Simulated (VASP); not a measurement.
# Ca2ZrN2 (P-3m1) in VASP: notebook

Runs on Ca2ZrN2. Level: PBE. Tasks: equation of state.

Everything below comes from runs of VASP 6.6.1. Logs are shortened: lines on timing, memory, paths and dates and some standing lists are left out, and cuts for length are marked.

### Step 1. The crystal as given

The structure is trigonal, space group P-3m1 (No. 164). Conventional cell: a = 3.366 Å, b = 3.366 Å, c = 8.902 Å, α = 90.00°, β = 90.00°, γ = 120.00°. Ca (site symmetry 3m) is surrounded by 3 N at 2.43 Å. Zr (site symmetry -3m) is surrounded by 6 N at 2.31 Å. N (site symmetry 3m) has 3 Zr at 2.31 Å and 3 Ca at 2.43 Å as nearest neighbours.

The cell was built by a generator and needn't be a form met in nature.

### Step 2. Equation of state, PBE, 17.47 Å³/atom

Input file INCAR:

```
SYSTEM = Ca2ZrN2
PREC = Accurate ; ENCUT = 520
EDIFF = 1E-6 ; ISMEAR = 0
SIGMA = 0.1 ; LREAL = .FALSE.
LASPH = .TRUE. ; NELM = 100
ALGO = Normal ; ISIF = 4
LWAVE = .FALSE. ; LCHARG = .FALSE.
GGA = PE ; IBRION = 2
NSW = 30 ; EDIFFG = -0.02
KPAR = 2
```

Input file KPOINTS:

```
Automatic mesh
0
G
  10 10 4
  0 0 0
```

Input file POSCAR:

```
Ca2ZrN2
1.0
    3.3664720000      0.0000000000      0.0000000000
   -1.6832360000      2.9154500000      0.0000000000
    0.0000000000      0.0000000000      8.9019300000
Ca Zr N
2 1 2
Direct
    0.3333330000      0.6666670000      0.3034230000
    0.6666670000      0.3333330000      0.6965770000
    0.0000000000      0.0000000000      0.0000000000
    0.6666670000      0.3333330000      0.1404930000
    0.3333330000      0.6666670000      0.8595070000
```

Potentials or basis: VASP PAW PBE potentials, release 64 (Ca_sv, Zr_sv, N).

Command:

```sh
cat potpaw_PBE.64/Ca_sv/POTCAR potpaw_PBE.64/Zr_sv/POTCAR potpaw_PBE.64/N/POTCAR > POTCAR
mpirun -np 2 vasp_std > vasp.out
```

OUTCAR:

```text
SYSTEM = Ca2ZrN2
   PREC = Accurate
   ENCUT = 520
   EDIFF = 1E-6
   ISMEAR = 0
   LREAL = .FALSE.
   LASPH = .TRUE.
   NELM = 100
   ISIF = 4
   GGA = PE
   IBRION = 2
   NSW = 30
   EDIFFG = -0.02

 ion  position               nearest neighbor table
   1  0.333  0.667  0.303-   4 2.43   4 2.43   4 2.43   3 3.33   3 3.33   3 3.33
   2  0.667  0.333  0.697-   5 2.43   5 2.43   5 2.43   3 3.33   3 3.33   3 3.33
   3  0.000  0.000  0.000-   4 2.31   5 2.31   5 2.31   4 2.31   4 2.31   5 2.31   1 3.33   2 3.33
                             1 3.33   2 3.33   1 3.33   2 3.33
   4  0.667  0.333  0.140-   3 2.31   3 2.31   3 2.31   1 2.43   1 2.43   1 2.43
   5  0.333  0.667  0.860-   3 2.31   3 2.31   3 2.31   2 2.43   2 2.43   2 2.43

  LATTYP: Found a hexagonal cell.
 ALAT       =     3.3664720000
 C/A-ratio  =     2.6442905214

  Lattice vectors:

 A1 = (   3.3664720000,   0.0000000000,   0.0000000000)
 A2 = (  -1.6832360000,   2.9154500000,   0.0000000000)
 A3 = (   0.0000000000,   0.0000000000,   8.9019300000)

Analysis of symmetry for initial positions (statically):
=====================================================================
 Subroutine PRICEL returns:
 Original cell was already a primitive cell.

 Routine SETGRP: Setting up the symmetry group for a
 hexagonal supercell.

 Subroutine GETGRP returns: Found 12 space group operations
 (whereof 12 operations were pure point group operations)
 out of a pool of 24 trial point group operations.

The static configuration has the point symmetry D_3d.

Analysis of symmetry for dynamics (positions and initial velocities):
=====================================================================
 Subroutine PRICEL returns:
 Original cell was already a primitive cell.

 Routine SETGRP: Setting up the symmetry group for a
 hexagonal supercell.

 Subroutine GETGRP returns: Found 12 space group operations
 (whereof 12 operations were pure point group operations)
 out of a pool of 24 trial point group operations.

The dynamic configuration has the point symmetry D_3d.

 Subroutine INISYM returns: Found 12 space group operations
 (whereof 12 operations are pure point group operations),
 and found     1 'primitive' translations

----------------------------------------------------------------------------------------

                                     Primitive cell

  volume of cell :      87.3705

  direct lattice vectors                    reciprocal lattice vectors
     3.366472000  0.000000000  0.000000000     0.297046879  0.171500111  0.000000000
    -1.683236000  2.915450000  0.000000000     0.000000000  0.343000223  0.000000000
     0.000000000  0.000000000  8.901930000     0.000000000  0.000000000  0.112335190

  length of vectors
     3.366472000  3.366471763  8.901930000     0.343000199  0.343000223  0.112335190

  position of ions in fractional coordinates (direct lattice)
     0.333333000  0.666667000  0.303423000
     0.666667000  0.333333000  0.696577000
     0.000000000  0.000000000  0.000000000
     0.666667000  0.333333000  0.140493000
     0.333333000  0.666667000  0.859507000

  ion indices of the primitive-cell ions
   primitive index   ion index
                 1           1
                 2           2
                 3           3
                 4           4
                 5           5

----------------------------------------------------------------------------------------

 KPOINTS: Automatic mesh

Automatic generation of k-mesh.
 Grid dimensions read from file:
 generate k-points for:   10   10    4

 Generating k-lattice:

  Cartesian coordinates                     Fractional coordinates (reciprocal lattice)
     0.029704688  0.017150011  0.000000000     0.100000000 -0.000000000  0.000000000
     0.000000000  0.034300022  0.000000000     0.000000000  0.100000000  0.000000000
     0.000000000  0.000000000  0.028083798     0.000000000  0.000000000  0.250000000

  Length of vectors
     0.034300020  0.034300022  0.028083798

  Shift w.r.t. Gamma in fractional coordinates (k-lattice)
     0.000000000  0.000000000  0.000000000

 Subroutine IBZKPT returns following result:
 ===========================================

 Found     50 irreducible k-points:

 Following reciprocal coordinates:
            Coordinates               Weight
  0.000000  0.000000  0.000000      1.000000
  0.100000 -0.000000  0.000000      6.000000
  0.200000 -0.000000  0.000000      6.000000
  0.300000  0.000000  0.000000      6.000000
  0.400000  0.000000  0.000000      6.000000
  0.500000  0.000000  0.000000      3.000000
[... 16 lines left out ...]
  0.000000  0.400000  0.250000      6.000000
  0.500000  0.000000  0.250000      6.000000
 [... further k-points ...]
   k-points           NKPTS =     50   k-points in BZ     NKDIM =     50   number of bands    NBANDS=     25
   number of dos      NEDOS =    301   number of ions     NIONS =      5
   total plane-waves  NPLWV =  54880
   dimension x,y,z NGX =    28 NGY =   28 NGZ =   70
   dimension x,y,z NGXF=    56 NGYF=   56 NGZF=  140
   ions per type =               2   1   2
   NGX,Y,Z   is equivalent  to a cutoff of  13.83, 13.83, 13.07 a.u.
   NGXF,Y,Z  is equivalent  to a cutoff of  27.65, 27.65, 26.15 a.u.
 SYSTEM =  Ca2ZrN2
   PREC   = accura    normal or accurate (medium, high low for compatibility)
   ISTART =      0    job   : 0-new  1-cont  2-samecut
   ICHARG =      2    charge: 1-file 2-atom 10-const
   ISPIN  =      1    spin polarized calculation?
   LNONCOLLINEAR =      F non collinear calculations
   LSORBIT =      F    spin-orbit coupling
   LASPH  =      T    aspherical Exc in radial PAW
   ENCUT  =  520.0 eV  38.22 Ry    6.18 a.u.   6.26  6.26 16.55*2*pi/ulx,y,z
   NELM   =    100;   NELMIN=  2; NELMDL= -5     # of ELM steps
   EDIFF  = 0.1E-05   stopping-criterion for ELM
   LREAL  =      F    real-space projection
   EDIFFG = -.2E-01   stopping-criterion for IOM
   NSW    =     30    number of steps for IOM
   IBRION =      2    ionic relax: 0-MD 1-quasi-New 2-CG
   NFREE  =      1    steps in history (QN), initial steepest desc. (CG)
   ISIF   =      4    stress and relaxation
   ISYM   =      2    0-nonsym 1-usesym 2-fastsym
   POTIM  = 0.5000    time-step for ionic-motion
   TEBEG  =    0.0;   TEEND  =   0.0 temperature during run
   PSTRESS=    0.0 pullay stress
   NELECT =      42.0000    total number of electrons
   NUPDOWN=      -1.0000    fix difference up-down
   EMIN   =  10.00;   EMAX   =-10.00  energy-range for DOS
   EFERMI =   0.00;   METHOD = LEGACY
   ISMEAR =     0;   SIGMA  =   0.10  broadening in eV -4-tet -1-fermi 0-gaus
   EFERMI_NEDOS =   21; number of points for ismear=-14 and -15
   IALGO  =     38    algorithm
   IMIX   =      4    mixing-type and parameters
     AMIX     =   0.40;   BMIX     =  1.00
     AMIX_MAG =   1.60;   BMIX_MAG =  1.00
  volume/ion in A,a.u.               =      17.47       117.92
  Fermi-wavevector in a.u.,A,eV,Ry     =   1.282438  2.423456 22.376779  1.644647
  Thomas-Fermi vector in A             =   2.414749
   LORBIT       =      0    0 simple, 1 ext, 2 COOP (PROOUT), +10 PAW based schemes
   GGA     = PE    functional components
   LHFCALC =     F    Hartree Fock is set to
   AEXX    =    0.0000 exact exchange contribution
   IVDW    =     0    specifies the selected vdW correction
   LEPSILON=     F    determine dielectric tensor
   LRPA    =     F    only Hartree local field effects (RPA)
 conjugate gradient relaxation of ions
 non-spin polarized calculation
 Gauss-broadening in eV      SIGMA  =   0.10
  energy-cutoff  :      520.00
  volume of cell :       87.37
 maximum number of plane-waves:      2373
 NGX is ok and might be reduce to    28
   NGX = 13   NGY = 13   NGZ = 33

 number of electron      41.9999999 magnetization

 Free energy of the ion-electron system (eV)
  ---------------------------------------------------
  ext. energy  EPLUGINS =         0.00000000
  ---------------------------------------------------
  free energy    TOTEN  =       -34.99458233 eV

  energy without entropy =      -34.98606579  energy(sigma->0) =      -34.99032406

 E-fermi :   5.8942     XC(G=0): -10.1978

 val. band max:        5.8858532464   @ k =   0.3000   0.0000   0.2500
 cond. band min:       5.8970164300   @ k =   0.3000   0.0000   0.5000
 fundamental gap:      0.0111631836
 Fermi energy:         5.8942265296

 k-point     1 :       0.0000    0.0000    0.0000
  band No.  band energies     occupation
      1     -43.4343      2.00000
      2     -34.8274      2.00000
      3     -34.8223      2.00000
      4     -21.6154      2.00000
      5     -21.2203      2.00000
      6     -21.2203      2.00000
[... 17 lines left out ...]
     24       7.5618      0.00000
     25       7.5908      0.00000

 k-point     2 :       0.1000   -0.0000    0.0000
  band No.  band energies     occupation
      1     -43.4288      2.00000
      2     -34.8207      2.00000
      3     -34.8159      2.00000
      4     -21.6018      2.00000
      5     -21.2811      2.00000
      6     -21.2326      2.00000
[... 17 lines left out ...]
     24       7.6262      0.00000
     25       7.8441      0.00000

 k-point     3 :       0.2000   -0.0000    0.0000
  band No.  band energies     occupation
      1     -43.4144      2.00000
      2     -34.8033      2.00000
      3     -34.7990      2.00000
      4     -21.5664      2.00000
      5     -21.4361      2.00000
      6     -21.2645      2.00000
[... 552 lines left out ...]
 k-point    23 :       0.0000    0.4000    0.2500
  band No.  band energies     occupation
      1     -43.3820      2.00000
      2     -34.7636      2.00000
      3     -34.7613      2.00000
      4     -21.7687      2.00000
      5     -21.4818      2.00000
      6     -21.3349      2.00000
[... 17 lines left out ...]
     24       7.7943      0.00000
     25       9.0165      0.00000

 k-point    24 :       0.5000    0.0000    0.2500
  band No.  band energies     occupation
      1     -43.3764      2.00000
      2     -34.7567      2.00000
      3     -34.7549      2.00000
      4     -21.8229      2.00000
      5     -21.4675      2.00000
      6     -21.3468      2.00000
[... 17 lines left out ...]
     24       7.7072      0.00000
     25       8.9835      0.00000

 [... further k-points ...]

------------------------ aborting loop because EDIFF is reached ----------------------------------------

  FORCE on cell =-STRESS in cart. coord.  units (eV):
  Direction    XX          YY          ZZ          XY          YZ          ZX
  --------------------------------------------------------------------------------------
  -------------------------------------------------------------------------------------
  Total        0.0001804      0.0001804      0.0048767      0.0000000      0.0000000      0.0000000
  in kB        0.0033083      0.0033083      0.0894283      0.0000000      0.0000000      0.0000000
  external PRESSURE =       0.0320150 kB  Pullay stress =       0.0000000 kB

 VOLUME and BASIS-vectors are now :
 -----------------------------------------------------------------------------
  energy-cutoff  :      520.00
  volume of cell :       87.37
      direct lattice vectors                 reciprocal lattice vectors
     3.366472000  0.000000000  0.000000000     0.297046879  0.171500111  0.000000000
    -1.683236000  2.915450000  0.000000000     0.000000000  0.343000223  0.000000000
     0.000000000  0.000000000  8.901930000     0.000000000  0.000000000  0.112335190

 POSITION                                       TOTAL-FORCE (eV/Angst)
 -----------------------------------------------------------------------------------
     -0.00000      1.94363      2.70105         0.000000      0.000000      0.001065
      1.68324      0.97182      6.20088        -0.000000      0.000000     -0.001065
      0.00000      0.00000      0.00000        -0.000000      0.000000      0.000000
      1.68324      0.97182      1.25066        -0.000000     -0.000000     -0.004372
     -0.00000      1.94363      7.65127         0.000000      0.000000      0.004372
 -----------------------------------------------------------------------------------
    total drift:                               -0.000000     -0.000000      0.000000

  FREE ENERGIE OF THE ION-ELECTRON SYSTEM (eV)
  ---------------------------------------------------
  free  energy   TOTEN  =       -34.9945823259 eV

  energy  without entropy=      -34.9860657937  energy(sigma->0) =      -34.99032406

 reached required accuracy - stopping structural energy minimisation
```

Run time: 49 s. Hardware: 2 MPI ranks of Intel Xeon Platinum 8375C at 2.90GHz (Ice Lake), shared host; peak memory 0.28 GiB.

What came out:

| Item | Value |
| --- | --- |
| Free energy | -34.9946 eV |
| Pressure | 0.0 GPa |
| Largest force | 0.004 eV/Å |
| Band gap on the k mesh | none (metal or under the smearing width) |

### Step 3. Equation of state, PBE, 16.95 Å³/atom (volume scaled by 0.97)

INCAR is that of step 2.

KPOINTS is that of step 2.

POSCAR: that of step 2 with these lines changed.

```diff
@@ -2,5 +2,5 @@
 1.0
-    3.3664720000      0.0000000000      0.0000000000
-   -1.6832360000      2.9154500000      0.0000000000
-    0.0000000000      0.0000000000      8.9019300000
+    3.3324649073      0.0000000000      0.0000000000
+   -1.6662324536      2.8859989965      0.0000000000
+    0.0000000000      0.0000000000      8.8120053670
 Ca Zr N
```

Potentials or basis: VASP PAW PBE potentials, release 64 (Ca_sv, Zr_sv, N).

Command:

```sh
cat potpaw_PBE.64/Ca_sv/POTCAR potpaw_PBE.64/Zr_sv/POTCAR potpaw_PBE.64/N/POTCAR > POTCAR
mpirun -np 2 vasp_std > vasp.out
```

Run time: 2.5 min. Hardware: 2 MPI ranks of Intel Xeon Platinum 8375C at 2.90GHz (Ice Lake), shared host; peak memory 0.29 GiB.

It converged, with:

```
Free energy            : -34.9724 eV
Pressure               : 2.6 GPa
Band gap on the k mesh : none (metal or under the smearing width)
```

### Step 4. Equation of state, PBE, 18.00 Å³/atom (volume scaled by 1.03)

INCAR is that of step 3.

KPOINTS is that of step 3.

POSCAR: that of step 3 with these lines changed.

```diff
@@ -2,5 +2,5 @@
 1.0
-    3.3324649073      0.0000000000      0.0000000000
-   -1.6662324536      2.8859989965      0.0000000000
-    0.0000000000      0.0000000000      8.8120053670
+    3.3998055738      0.0000000000      0.0000000000
+   -1.6999027869      2.9443177190      0.0000000000
+    0.0000000000      0.0000000000      8.9900736532
 Ca Zr N
```

Command:

```sh
cat potpaw_PBE.64/Ca_sv/POTCAR potpaw_PBE.64/Zr_sv/POTCAR potpaw_PBE.64/N/POTCAR > POTCAR
mpirun -np 2 vasp_std > vasp.out
```

Run time: 2.7 min. Hardware: 2 MPI ranks of Intel Xeon Platinum 8375C at 2.90GHz (Ice Lake), shared host; peak memory 0.29 GiB.

The run converged. Its results:

```yaml
Free_energy: -34.9783 eV
Pressure: -2.1 GPa
Largest_force: 0.005 eV/Å
Band_gap_on_the_k_mesh: none (metal or under the smearing width)
```

### Step 5. Equation of state, PBE, 16.43 Å³/atom (volume scaled by 0.94)

INCAR is that of step 4.

KPOINTS is that of step 4.

POSCAR: that of step 4 with these lines changed.

```diff
@@ -2,5 +2,5 @@
 1.0
-    3.3998055738      0.0000000000      0.0000000000
-   -1.6999027869      2.9443177190      0.0000000000
-    0.0000000000      0.0000000000      8.9900736532
+    3.2977492066      0.0000000000      0.0000000000
+   -1.6488746033      2.8559343207      0.0000000000
+    0.0000000000      0.0000000000      8.7202069688
 Ca Zr N
```

Command:

```sh
cat potpaw_PBE.64/Ca_sv/POTCAR potpaw_PBE.64/Zr_sv/POTCAR potpaw_PBE.64/N/POTCAR > POTCAR
mpirun -np 2 vasp_std > vasp.out
```

Wall time 2.7 min (2 MPI ranks of Intel Xeon Platinum 8375C at 2.90GHz (Ice Lake), shared host); peak memory 0.29 GiB.

The run converged. Its results:

* Free energy: -34.9039 eV
* Pressure: 5.7 GPa
* Largest force: 0.003 eV/Å
* Band gap on the k mesh: none (metal or under the smearing width)

### Step 6. Equation of state, PBE, 18.52 Å³/atom (volume scaled by 1.06)

INCAR is that of step 5.

KPOINTS is that of step 5.

POSCAR: that of step 5 with these lines changed.

```diff
@@ -2,5 +2,5 @@
 1.0
-    3.2977492066      0.0000000000      0.0000000000
-   -1.6488746033      2.8559343207      0.0000000000
-    0.0000000000      0.0000000000      8.7202069688
+    3.4324980175      0.0000000000      0.0000000000
+   -1.7162490088      2.9726302031      0.0000000000
+    0.0000000000      0.0000000000      9.0765219723
 Ca Zr N
```

Potentials or basis: VASP PAW PBE potentials, release 64 (Ca_sv, Zr_sv, N).

Command:

```sh
cat potpaw_PBE.64/Ca_sv/POTCAR potpaw_PBE.64/Zr_sv/POTCAR potpaw_PBE.64/N/POTCAR > POTCAR
mpirun -np 2 vasp_std > vasp.out
```

Run time: 3.7 min. Hardware: 2 MPI ranks of Intel Xeon Platinum 8375C at 2.90GHz (Ice Lake), shared host; peak memory 0.29 GiB.

Results (log left out):

```yaml
Free_energy: -34.9309 eV
Pressure: -3.8 GPa
Largest_force: 0.015 eV/Å
Band_gap_on_the_k_mesh: none (metal or under the smearing width)
```

### Step 7. Equation of state, PBE, 15.90 Å³/atom (volume scaled by 0.91)

INCAR is that of step 6.

KPOINTS is that of step 6.

POSCAR: that of step 6 with these lines changed.

```diff
@@ -2,5 +2,5 @@
 1.0
-    3.4324980175      0.0000000000      0.0000000000
-   -1.7162490088      2.9726302031      0.0000000000
-    0.0000000000      0.0000000000      9.0765219723
+    3.2622867893      0.0000000000      0.0000000000
+   -1.6311433946      2.8252229693      0.0000000000
+    0.0000000000      0.0000000000      8.6264340348
 Ca Zr N
```

Command:

```sh
cat potpaw_PBE.64/Ca_sv/POTCAR potpaw_PBE.64/Zr_sv/POTCAR potpaw_PBE.64/N/POTCAR > POTCAR
mpirun -np 2 vasp_std > vasp.out
```

Wall time 2.3 min (2 MPI ranks of Intel Xeon Platinum 8375C at 2.90GHz (Ice Lake), shared host); peak memory 0.24 GiB.

It converged, with:

- Free energy: -34.7802 eV
- Pressure: 9.3 GPa
- Largest force: 0.003 eV/Å
- Band gap on the k mesh: none (metal or under the smearing width)

### Step 8. Equation of state, PBE, 19.05 Å³/atom (volume scaled by 1.09)

INCAR is that of step 7.

KPOINTS is that of step 7.

POSCAR: that of step 7 with these lines changed.

```diff
@@ -2,5 +2,5 @@
 1.0
-    3.2622867893      0.0000000000      0.0000000000
-   -1.6311433946      2.8252229693      0.0000000000
-    0.0000000000      0.0000000000      8.6264340348
+    3.4645792977      0.0000000000      0.0000000000
+   -1.7322896489      3.0004134042      0.0000000000
+    0.0000000000      0.0000000000      9.1613541974
 Ca Zr N
```

Command:

```sh
cat potpaw_PBE.64/Ca_sv/POTCAR potpaw_PBE.64/Zr_sv/POTCAR potpaw_PBE.64/N/POTCAR > POTCAR
mpirun -np 2 vasp_std > vasp.out
```

It took 3.4 min on 2 MPI ranks of Intel Xeon Platinum 8375C at 2.90GHz (Ice Lake), shared host; peak memory 0.3 GiB.

The run converged. Its results:

| Item | Value |
| --- | --- |
| Free energy | -34.8592 eV |
| Pressure | -5.1 GPa |
| Largest force | 0.006 eV/Å |
| Band gap on the k mesh | none (metal or under the smearing width) |
